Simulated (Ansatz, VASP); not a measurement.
## Si63Te (Te_Si): VASP beside Ansatz

Aim: how closely do two programs agree when they are given the same cell, functional and k mesh? The cell is taken from a series of runs on this material, whose earlier steps may have relaxed, scaled, displaced or heated it; both programs get it as it stands.

Program: Ansatz 0.2.0. Level of theory: plane waves, with VASP 6.6.1 beside it; single point at PBE. Results are calculated unless marked as measured.

**1. Set-up**

The cell holds 64 atoms: 63 Si and 1 Te. Its edges and angles: a = 10.940 Å, b = 10.940 Å, c = 10.940 Å, α = 90.0°, β = 90.0°, γ = 90.0°. It derives from Si (Si (Fd-3m)). Nearest the centre at fractional (0.500, 0.500, 0.500): Te64 at 0.01 Å, Si60 at 2.71 Å, Si38 at 2.72 Å, Si16 at 2.72 Å, Si23 at 2.72 Å, Si57 at 3.91 Å, Si58 at 3.91 Å, Si59 at 3.91 Å.

Structure file:

```xyz
64
Lattice="10.9396 0.0000 0.0000 0.0000 10.9396 0.0000 0.0000 0.0000 10.9396" Properties=species:S:1:pos:R:3 pbc="T T T"
Si   10.9368   10.9373   10.9361
Si   10.9313    2.7317    2.7307
Si    2.7316   10.9312    2.7308
Si    2.7322    2.7322   10.9299
Si    1.3706    1.3704    1.3691
Si    1.3622    4.0940    4.0932
Si    4.0940    1.3624    4.0931
Si    4.0943    4.0940    1.3617
Si   10.9365   10.9378    5.4672
Si    0.0032    2.7320    8.2014
Si    2.7319    0.0024    8.2017
Si    2.6970    2.6970    5.4496
Si    1.3617    1.3613    6.8432
Si    1.3611    4.0905    9.5722
Si    4.0903    1.3611    9.5719
Si    3.8992    3.8990    7.0343
Si   10.9365    5.4671   10.9356
Si    0.0032    8.2028    2.7307
Si    2.6963    5.4503    2.6955
Si    2.7318    8.2025    0.0018
Si    1.3606    6.8435    1.3596
Si    1.3599    9.5745    4.0900
Si    3.8983    7.0360    3.8972
Si    4.0907    9.5736    1.3597
Si   10.9368    5.4678    5.4659
Si   10.9314    8.2024    8.2015
Si    2.6966    5.4837    8.2364
Si    2.6967    8.2386    5.4823
Si    1.3629    6.8408    6.8388
Si    1.3700    9.5640    9.5635
Si    4.0939    6.8401    9.5707
Si    4.0945    9.5715    6.8395
Si    5.4668   10.9375   10.9358
Si    5.4507    2.6966    2.6960
Si    8.2025    0.0025    2.7313
Si    8.2026    2.7316    0.0020
Si    6.8441    1.3607    1.3602
Si    7.0341    3.9006    3.8991
Si    9.5733    1.3609    4.0894
Si    9.5734    4.0905    1.3599
Si    5.4670   10.9369    5.4662
Si    5.4839    2.6965    8.2363
Si    8.2025   10.9311    8.2016
Si    8.2377    2.6974    5.4824
Si    6.8408    1.3626    6.8389
Si    6.8400    4.0937    9.5709
Si    9.5642    1.3703    9.5628
Si    9.5721    4.0943    6.8392
Si    5.4672    5.4673   10.9360
Si    5.4836    8.2376    2.6953
Si    8.2375    5.4837    2.6956
Si    8.2028    8.2027   10.9299
Si    6.8406    6.8405    1.3612
Si    6.8398    9.5714    4.0933
Si    9.5717    6.8405    4.0925
Si    9.5643    9.5642    1.3692
Si    5.4508    8.2372    8.2367
Si    8.2374    5.4502    8.2365
Si    8.2378    8.2376    5.4494
Si    7.0355    7.0348    7.0339
Si    6.8437    9.5735    9.5726
Si    9.5731    6.8436    9.5720
Si    9.5734    9.5732    6.8429
Te    5.4659    5.4681    5.4660
```

**2. VASP: single point, PBE**

With cell and atoms fixed, the geometry can't cause a difference; cores, projectors, grids and the points listed under the comparison can.

Lines of VASP's logs that name or quote its potential files are left out, and so is its time.

Contents of INCAR:

```
SYSTEM = Si63Te
PREC = Accurate
ENCUT = 400
EDIFF = 1E-06
NELM = 120
ISMEAR = -1
SIGMA = 0.01
LREAL = Auto
ALGO = Normal
GGA = PE
NBANDS = 173
LORBIT = 11
LWAVE = .FALSE.
LCHARG = .FALSE.
ISIF = 2
LASPH = .TRUE.
GGA_COMPAT = .FALSE.
EFERMI = MIDGAP
```

Contents of POSCAR:

```
Si63Te
1.0
   10.9395682521      0.0000000000      0.0000000000
    0.0000000000     10.9395682521      0.0000000000
    0.0000000000      0.0000000000     10.9395682521
Si Te
63 1
Direct
    0.9997475364      0.9997946430      0.9996799686
    0.9992404593      0.2497110628      0.2496212477
    0.2496994813      0.9992364347      0.2496224556
    0.2497521323      0.2497500114      0.9991172331
    0.1252874552      0.1252732916      0.1251483010
    0.1245234249      0.3742403866      0.3741685396
    0.3742361234      0.1245408650      0.3741523130
    0.3742683133      0.3742415564      0.1244720038
    0.9997163757      0.9998388981      0.4997640408
    0.0002942715      0.2497335527      0.7497026338
    0.2497305198      0.0002163214      0.7497248955
    0.2465389931      0.2465397977      0.4981548887
    0.1244746877      0.1244337923      0.6255493911
    0.1244188802      0.3739158698      0.8750025860
    0.3738973130      0.1244223097      0.8749782886
    0.3564349654      0.3564168232      0.6430128428
    0.9997173962      0.4997577324      0.9996327014
    0.0002958407      0.7498245632      0.2496143806
    0.2464678916      0.4982229964      0.2464036271
    0.2497202877      0.7497976579      0.0001685097
    0.1243784947      0.6255698921      0.1242851800
    0.1243104551      0.8752161597      0.3738723150
    0.3563449602      0.6431665692      0.3562439387
    0.3739360233      0.8751338692      0.1242942936
    0.9997491366      0.4998179848      0.4996429036
    0.9992564707      0.7497893386      0.7497109801
    0.2465020011      0.5012737370      0.7528972319
    0.2465062053      0.7531014754      0.5011430376
    0.1245836779      0.6253221253      0.6251476033
    0.1252302503      0.8742596655      0.8742112936
    0.3742320862      0.6252664741      0.8748713249
    0.3742811664      0.8749390337      0.6252038795
    0.4997261683      0.9998135179      0.9996567192
    0.4982578935      0.2464985937      0.2464462770
    0.7497980689      0.0002277875      0.2496679670
    0.7498082624      0.2496980011      0.0001819986
    0.6256292197      0.1243804235      0.1243361249
    0.6429944111      0.3565571190      0.3564182283
    0.8751068346      0.1244038722      0.3738181033
    0.8751129922      0.3739135571      0.1243059513
    0.4997470812      0.9997583178      0.4996763092
    0.5012871047      0.2464860546      0.7528883287
    0.7497999946      0.9992249555      0.7497172775
    0.7530219578      0.2465767720      0.5011503429
    0.6253265049      0.1245585072      0.6251513770
    0.6252552166      0.3742145663      0.8748864783
    0.8742721774      0.1252567719      0.8741522307
    0.8749940456      0.3742688242      0.6251772934
    0.4997622840      0.4997774167      0.9996724866
    0.5012602006      0.7530075627      0.2463848227
    0.7530005096      0.5012682199      0.2464071441
    0.7498327370      0.7498219084      0.9991203886
    0.6253078110      0.6252989186      0.1244271097
    0.6252368943      0.8749334214      0.3741769442
    0.8749618078      0.6252956918      0.3741005869
    0.8742839868      0.8742777899      0.1251627548
    0.4982660456      0.7529702992      0.7529231810
    0.7529884016      0.4982063532      0.7529126075
    0.7530259196      0.7530059735      0.4981401381
    0.6431196061      0.6430586520      0.6429758308
    0.6255890906      0.8751265957      0.8750441573
    0.8750911583      0.6255854044      0.8749881557
    0.8751153064      0.8751028095      0.6255216372
    0.4996412367      0.4998470781      0.4996511649
```

Contents of KPOINTS:

```
Automatic mesh
0
Gamma
1 1 1
0 0 0
```

PAW data sets: Si and Te (PBE family, release 64).

The run is started by

```bash
export OMP_NUM_THREADS=3
mpirun -np 1 vasp_gam
```

Numbers of over 12 decimals in the logs are rounded to 6 here.

The program printed:

```text
[banner, memory and clock lines left out]
running    1 mpi-ranks, on    1 nodes
[...]
Offloading initialized ...    1 GPUs detected
[...]
LDA part: xc-table for (Slater+PW92), standard interpolation
 POSCAR, INCAR and KPOINTS ok, starting setup
[...]
entering main loop
       N       E                     dE             d eps       ncg     rms          rms(c)
DAV:   1     0.114368833702E+04    0.11437E+04   -0.96105E+04   346   0.106E+03
DAV:   2    -0.194002510066E+03   -0.13377E+04   -0.12530E+04   452   0.195E+02
DAV:   3    -0.339797530767E+03   -0.14580E+03   -0.14133E+03   428   0.577E+01
DAV:   4    -0.343993096092E+03   -0.41956E+01   -0.41650E+01   420   0.120E+01
[...]
DAV:  17    -0.337123847400E+03    0.98133E-06   -0.19761E-05   412   0.795E-03    0.506E-02
DAV:  18    -0.337123849914E+03   -0.25145E-05   -0.71910E-06   356   0.428E-03    0.218E-02
DAV:  19    -0.337123849617E+03    0.29692E-06   -0.43763E-07   220   0.139E-03
   1 F= -.33712385E+03 E0= -.33712385E+03  d E =-.165274E-10
```

OUTCAR, selected parts (step 2):

```text
  Total       11.7667068     11.7662703     11.7703175     -0.0032193     -0.0262566      0.0137451
  in kB       14.4000821     14.3995479     14.4045008     -0.0039398     -0.0321327      0.0168213
  external PRESSURE =      14.4013769 kB  Pullay stress =       0.0000000 kB

 POSITION                                       TOTAL-FORCE (eV/Angst)
 -----------------------------------------------------------------------------------
     10.93681     10.93732     10.93607         0.002813      0.000693      0.001160
     10.93126      2.73173      2.73075         0.001921     -0.000532     -0.000837
      2.73160     10.93122      2.73076         0.000585      0.001004      0.000754
      2.73218      2.73216     10.92991        -0.001671     -0.001492      0.003637
      1.37059      1.37044      1.36907        -0.001971      0.000033     -0.001519
      1.36223      4.09403      4.09324         0.001602     -0.000247     -0.000776
      4.09398      1.36242      4.09306        -0.001221      0.001244     -0.001050
      4.09433      4.09404      1.36167        -0.000973     -0.000588      0.001245
     10.93647     10.93781      5.46720         0.003124      0.000943     -0.001826
      0.00322      2.73198      8.20142        -0.001009     -0.000112      0.000580
      2.73194      0.00237      8.20167         0.000322      0.001262      0.001153
      2.69703      2.69704      5.44960        -0.003158     -0.003839      0.001362
      1.36170      1.36125      6.84324        -0.001361     -0.000176     -0.002865
      1.36109      4.09048      9.57215        -0.002349      0.004103      0.001507
[...]
-----------------------------------------------------------------------------------
    total drift:                                0.008490      0.014604      0.017223

  FREE ENERGIE OF THE ION-ELECTRON SYSTEM (eV)
  ---------------------------------------------------
  free  energy   TOTEN  =      -337.1238496174 eV

  energy  without entropy=     -337.1238496174  energy(sigma->0) =     -337.12384962

[... 2 further parts left out ...]
```

The run ends at a pressure of 1.44 GPa, with forces up to 0.011 eV/Å.

(Continued in part 2 of 2.)

[Lines on the potential files, build, host, timing and source positions are cut from VASP's logs without a mark.]

[Logs are printed without paths, hosts, clocks, repeated set-up lines and the standing remarks that a program may print on its own settings, such as how far it seeks lower states.]

[Hosts, paths, dates, database ids (printed as entryN), source tags and the programs' standing remarks are cut or masked in the printed files.]
